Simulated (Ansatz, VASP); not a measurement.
# Cu2Rh (Cu-Rh-Cu stack, (111) layers) in two plane-wave programs

Aim: how closely do two programs agree when they are given the same cell, functional and k mesh? The cell is taken from a series of runs on this material, whose earlier steps may have relaxed, scaled, displaced or heated it; both programs get it as it stands.

Method: plane waves, with VASP 6.6.1 beside it; LDA, in Ansatz 0.2.0.

## (1) The structure

The cell holds 3 atoms: 2 Cu and 1 Rh. Cell: a = 2.534 Å, b = 2.534 Å, c = 32.576 Å, α = 90.0°, β = 90.0°, γ = 120.0°. It derives from Cu2Rh. Vacuum lies along c.

## (2) Ansatz: zone-centre phonons, LDA

Ansatz runs on its PAW soft_1 files.

Second derivatives magnify differences that forces hide, and they need a tight electronic threshold.

input.yaml reads:

```yaml
crystal:
  lattice:
    - [2.5340658457, -2.7225e-06, 0.0]
    - [-1.2670305651, 2.1945667585, 0.0]
    - [0.0, 0.0, 32.5757230251]
  atoms:
    - { symbol: Cu, position: [0.0, 0.0, 0.1706540077] }
    - { symbol: Rh, position: [0.3333333333, 0.6666666667, 0.2361860086] }
    - { symbol: Cu, position: [0.6666666667, 0.3333333333, 0.3017180095] }
  periodic: [true, true, false]
kpoints:
  mp_grid: { grid: [9, 9, 1] }
hamiltonian:
  xc: lda
  pseudopotentials: { kind: paw, azcp: { folder: soft_1 }, xc_functional: pbe }
scf:
  occupations: { method: methfessel_paxton, width: 0.2 }
output:
  eigenvalues: true
phonons:
  method: dfpt
  qmesh: [3, 3, 1]
  temperatures: { t_max: 1000, t_step: 50 }
  qpath:
    path:
      - [0.0, 0.0, 0.0]
      - [0.5, 0.0, 0.0]
      - [0.33333333, 0.33333333, 0.0]
      - [0.0, 0.0, 0.0]
    npoints: 10
  electrical_resistivity:
    mesh: [18, 18, 1]
    temperatures: [20.0, 50.0, 77.0, 100.0, 150.0, 200.0, 300.0, 400.0, 600.0, 800.0]
  superconductivity: { mesh: [18, 18, 1] }
```

Launch:

```
ansatz run input.yaml --threads 4 --pin off --max-ram 12288MiB --backend cpu --events-out ev --progress --plain --runs-dir out
```

Numbers of over 12 decimals in the logs are rounded to 6 here.

What it wrote:

```text
Warning: crystal.symmetry: narrowed to the stabiliser of the run's FFT grids — unitary ops 12 → 6. A phonons.method: dfpt run fills in the rows of the dynamical matrix that it does not solve by its symmetry operations, which is exact only for operations that map its FFT grids onto themselves: filled in by any other, the frequencies could depend on the order in which like atoms are typed, or, by more than the grids' own error, on where the crystal sits among the grids' points. Excluded: 6 operations. The run can therefore solve more perturbations, solve them on more k-points, or both, and cost more. [rest of the remark cut]
Engine: ansatz 0.2.0, aarch64-unknown-linux-gnu
Pseudopotentials: kind: paw
Pseudopotential: Cu, paw, valence charge 19, recommended cutoff 420 eV (normal), soft_1/Cu.paw.azcp
Pseudopotential: Rh, paw, valence charge 17, recommended cutoff 420 eV (normal), soft_1/Rh.paw.azcp
Functional definition: SPW92
  exchange = slater_x
  correlation = pw_c
Crystal: 3 atoms, lattice volume = 181.159 Å³
Basis set: ecut = 420 eV, 3571 PW (Γ), exchange–correlation on 36×36×450 points (8 copies of the dense FFT grid, shifted against one another)
Bands: 33, of which v1, the nominal top of the filled ones, is band 28 counted from 1 (27 counted from 0)
Symmetry: 12 space group operations
k-points: 12 of 81 (irreducible under 6 space group operations, time reversal used)
Non-local potential: Cu, projectors of the file, l = 0: 3, l = 1: 2, l = 2: 3, l = 3: 1
Non-local potential: Rh, projectors of the file, l = 0: 3, l = 1: 2, l = 2: 2, l = 3: 1
PAW form: soft (Blöchl's): semilocal exchange-correlation on the pseudo side does not see the compensation charge
PAW frozen core: Cu, regenerated for the run's functional, and the local potential with it (the file was generated under x = pbe(κ = 0.804, μ = 0.219515), c = pbe(β = 0.066725))
PAW frozen core: Rh, regenerated for the run's functional, and the local potential with it (the file was generated under x = pbe(κ = 0.804, μ = 0.219515), c = pbe(β = 0.066725))
PAW one-centre angular grid: Cu, 590 points (default); XC on 64 Gauss nodes
PAW one-centre angular grid: Rh, 590 points (default); XC on 64 Gauss nodes
Initial density: superposition of atomic densities (neutral atoms: chi_scale 0, normalization atom)
Initial wavefunctions: pseudopotential atomic-orbital guess
Functional: x = slater, c = lda
SCF iter   1: F=—  HF=-19391.812940 eV  |F-HF|=—  |Δ(HF+E_count)|=         —  Δρ=1.55e-1  dr2=3.73e1  ethr=3.10e-3  ⟨swp⟩=15.0  Hψ=3092  notcnv=0
preconditioner: auto → LDOS  [metal: Δε(μ)=0.045 eV  Ē_g=6.985 eV  σ=0.200 eV  W_gap=0.19  n_scr=22 (ndim 8)  ℏωp=15.4 eV  f_vac=0.755  D(μ)=6.89/eV (n_scr^D=26)  β→1.0]
SCF iter   2: F=—  HF=-19398.398517 eV  |F-HF|=—  |Δ(HF+E_count)|=    6.59e0  S|Δr|=    0.00e0  Δρ=1.63e-1  dr2=4.60e1  ethr=3.10e-3  ⟨swp⟩=4.8  Hψ=1376  notcnv=0  defer=6
[...]
k-point 11: bands = [... 24 lower, -6.6654, -6.6654, -5.6491, -0.1003, 0.1085, 0.1085, 0.4711, 1.8863, ... 1 higher]
--- Phonons (Γ-DFPT): 6 representative perturbations + reference (Σ response iterations 36) ---
  ASR residual: 7.497e-5 → 0.000e0 eV/Å²; symmetrization residual: 3.076e-7 eV/Å²
  The last average, over the group as it would stand without the narrowing to the FFT grids, took up to 4.874e-8 eV/Å² of the zone centre's force constants
  ASR residual per site (eV/Å²): 4.04e-6 7.50e-5 4.02e-6
  Γ frequencies (cm⁻¹): 0.00 0.00 0.00 70.43 70.43 95.79 95.79 163.78 223.69
--- Phonons (arbitrary-q DFPT): 3 irreducible q on the 3×3×1 mesh ---
  q = [0.0000, 0.0000, 0.0000] (star 1, of the zone-centre solve; hermiticity 3.84e-8, symmetrization 1.47e-8, taken by the last average 4.66e-9): -0.00 0.00 0.00 70.43 70.43 95.79 95.79 163.78 223.69
  q = [0.0000, 0.3333, 0.0000] (star 6, 9 solved perturbations in 621 linear systems a pass and spin channel, the states on 81 of 81 k-point pairs; hermiticity 3.88e-8, symmetrization 6.63e-9, taken by the last average 2.45e-9): 59.20 109.88 121.65 145.71 162.89 168.19 184.66 209.21 267.67
  q = [0.3333, 0.3333, 0.0000] (star 2, 6 solved perturbations in 300 linear systems a pass and spin channel, the states on 81 of 81 k-point pairs; hermiticity 4.30e-8, symmetrization 6.05e-9, taken by the last average 2.04e-9): 50.45 153.85 153.85 180.35 180.71 180.71 185.63 258.08 258.08
  sum rule: each row above includes the acoustic sum rule's correction from the zone centre's row sums; it moved no ω² by more than (0.45 cm⁻¹)²
  mesh force constants: q→R imaginary residual 0.00e0; ASR residual 7.497e-5 → 0.000e0 eV/Å²; symmetrization residual 1.421e-14 eV/Å²
  interpolated dispersion: 31 rows × 9 modes
  density of states and harmonic sums: on the 30×30×1 q-mesh, interpolated from the force constants of a 3×3×1 supercell (no non-analytic term)
  largest difference from the sums on the solved wave vectors: F 7.92e-2 eV, S 1.08e-4 and C_V 2.84e-5 eV/K
  zero-point energy: 0.087012 eV/cell   skipped modes (ω ≤ 0): 3   left out of the sums: 3.70e-4 of the cell's modes: C_V's classical limit lies that fraction below 3 k_B per atom; for a crystal, a wire or a layer, F and S can be off by more, and a phonons.interpolated_qmesh denser along its periods is the remedy for the sampling
--- Electrical resistivity: potentials and phonons of a 3×3×1 supercell ---
[...]
at the Fermi level of each mesh (of a tensor half of its trace):
           mesh   spin    states/(eV spin)  plasma energy (eV)         λ      λ_tr    ħω_log (meV)
        18×18×1                     1.7762              3.6997    0.8960    1.5053           8.700
          9×9×1                     1.3756              3.5093    0.7391    1.0998           8.726
  resistivity on the deck's mesh, µΩ·cm:
     T (K)       trace/2  mesh converged            xx            yy            zz    lowest order   relaxation time
     20.00     9.0729e-1              no     9.0729e-1     9.0729e-1      0.0000e0        2.2727e0         9.3250e-1
     50.00      8.7655e0              no      8.7655e0      8.7655e0      0.0000e0        1.5200e1          8.8684e0
     77.00      1.7015e1              no      1.7015e1      1.7015e1      0.0000e0        2.7370e1          1.7460e1
    100.00      2.4196e1              no      2.4196e1      2.4196e1      0.0000e0        3.7673e1          2.4968e1
    150.00      3.9586e1              no      3.9586e1      3.9586e1      0.0000e0        5.9485e1          4.0983e1
    200.00      5.4541e1              no      5.4541e1      5.4541e1      0.0000e0        8.0415e1          5.6390e1
    300.00      8.3216e1              no      8.3216e1      8.3216e1      0.0000e0        1.1987e2          8.5380e1
    400.00      1.1024e2              no      1.1024e2      1.1024e2      0.0000e0        1.5670e2          1.1197e2
    600.00      1.6039e2              no      1.6039e2      1.6039e2      0.0000e0        2.2564e2          1.5968e2
    800.00      2.0695e2              no      2.0695e2      2.0695e2      0.0000e0        2.9228e2          2.0296e2
  sheet resistance at 20 K: 2.785 Ω
  mean free path at 20 K (of a tensor half of its trace): 419 nm by what each carries, 217 by the Fermi surface alone
  Hall coefficient in a weak field at 20 K (along the normal): 3.578e-10 m³/C (as a tensor it moves by 46.5 % between the two finest meshes); by each state's relaxation time: 3.682e-10 m³/C; by a constant relaxation time: 3.137e-10 m³/C
  sheet resistance at 50 K: 26.91 Ω
  mean free path at 50 K (of a tensor half of its trace): 35.3 nm by what each carries, 22.5 by the Fermi surface alone
  Hall coefficient in a weak field at 50 K (along the normal): 4.544e-10 m³/C (as a tensor it moves by 34.3 % between the two finest meshes); by each state's relaxation time: 3.486e-10 m³/C; by a constant relaxation time: 3.255e-10 m³/C
  sheet resistance at 77 K: 52.23 Ω
  mean free path at 77 K (of a tensor half of its trace): 16.9 nm by what each carries, 11.6 by the Fermi surface alone
  Hall coefficient in a weak field at 77 K (along the normal): 4.637e-10 m³/C (as a tensor it moves by 33.8 % between the two finest meshes); by each state's relaxation time: 3.357e-10 m³/C; by a constant relaxation time: 3.287e-10 m³/C
  sheet resistance at 100 K: 74.28 Ω
  mean free path at 100 K (of a tensor half of its trace): 11.6 nm by what each carries, 8.14 by the Fermi surface alone
  Hall coefficient in a weak field at 100 K (along the normal): 4.781e-10 m³/C (as a tensor it moves by 33.7 % between the two finest meshes); by each state's relaxation time: 3.374e-10 m³/C; by a constant relaxation time: 3.313e-10 m³/C
  sheet resistance at 150 K: 121.5 Ω
  mean free path at 150 K (of a tensor half of its trace): 6.91 nm by what each carries, 4.97 by the Fermi surface alone
  Hall coefficient in a weak field at 150 K (along the normal): 5.046e-10 m³/C (as a tensor it moves by 33.5 % between the two finest meshes); by each state's relaxation time: 3.477e-10 m³/C; by a constant relaxation time: 3.371e-10 m³/C
  sheet resistance at 200 K: 167.4 Ω
  mean free path at 200 K (of a tensor half of its trace): 5.00 nm by what each carries, 3.61 by the Fermi surface alone
  Hall coefficient in a weak field at 200 K (along the normal): 5.241e-10 m³/C (as a tensor it moves by 33.4 % between the two finest meshes); by each state's relaxation time: 3.574e-10 m³/C; by a constant relaxation time: 3.419e-10 m³/C
  sheet resistance at 300 K: 255.5 Ω
  mean free path at 300 K (of a tensor half of its trace): 3.30 nm by what each carries, 2.37 by the Fermi surface alone
  Hall coefficient in a weak field at 300 K (along the normal): 5.591e-10 m³/C (as a tensor it moves by 33.1 % between the two finest meshes); by each state's relaxation time: 3.754e-10 m³/C; by a constant relaxation time: 3.474e-10 m³/C
  sheet resistance at 400 K: 338.4 Ω
  mean free path at 400 K (of a tensor half of its trace): 2.54 nm by what each carries, 1.79 by the Fermi surface alone
  Hall coefficient in a weak field at 400 K (along the normal): 5.879e-10 m³/C (as a tensor it moves by 33.5 % between the two finest meshes); by each state's relaxation time: 3.866e-10 m³/C; by a constant relaxation time: 3.480e-10 m³/C
  sheet resistance at 600 K: 492.4 Ω
  mean free path at 600 K (of a tensor half of its trace): 1.82 nm by what each carries, 1.23 by the Fermi surface alone
  Hall coefficient in a weak field at 600 K (along the normal): 5.781e-10 m³/C (as a tensor it moves by 35.7 % between the two finest meshes); by each state's relaxation time: 3.547e-10 m³/C; by a constant relaxation time: 3.378e-10 m³/C
  sheet resistance at 800 K: 635.3 Ω
  mean free path at 800 K (of a tensor half of its trace): 1.48 nm by what each carries, 0.951 by the Fermi surface alone
  Hall coefficient in a weak field at 800 K (along the normal): 4.833e-10 m³/C (as a tensor it moves by 42.8 % between the two finest meshes); by each state's relaxation time: 2.646e-10 m³/C; by a constant relaxation time: 3.175e-10 m³/C
  the resistivity times a path that all electrons share, by the Fermi surface of the deck's mesh alone (half of the trace): 1.969e-15 Ω·m²
  not converged in the mesh (λ; λ_tr; the resistivity at 20 K by 21.71 %; the resistivity at 50 K by 22.23 %; the resistivity at 77 K by 20.60 %; the resistivity at 100 K by 19.67 %; the resistivity at 150 K by 18.52 %; the resistivity at 200 K by 17.90 %; the resistivity at 300 K by 16.95 %; the resistivity at 400 K by 15.96 %; the resistivity at 600 K by 14.11 %; the resistivity at 800 K by 12.98 %): between neighb [...]
  vibrations of 9 cells: unjudged by the run; compare a larger repeat
  the changes of the potential over all sites missed a rigid shift's by 0.13 % (the site terms' by 0.01 %)
[the section on superconductivity is kept apart]
```

(Continued in part 2 of 2.)

[Lines on the potential files, build, host, timing and source positions are cut from VASP's logs without a mark.]

[Logs are printed without paths, hosts, clocks, repeated set-up lines and the standing remarks that a program may print on its own settings, such as how far it seeks lower states.]

[Hosts, paths, dates, database ids (printed as entryN), source tags and the programs' standing remarks are cut or masked in the printed files.]
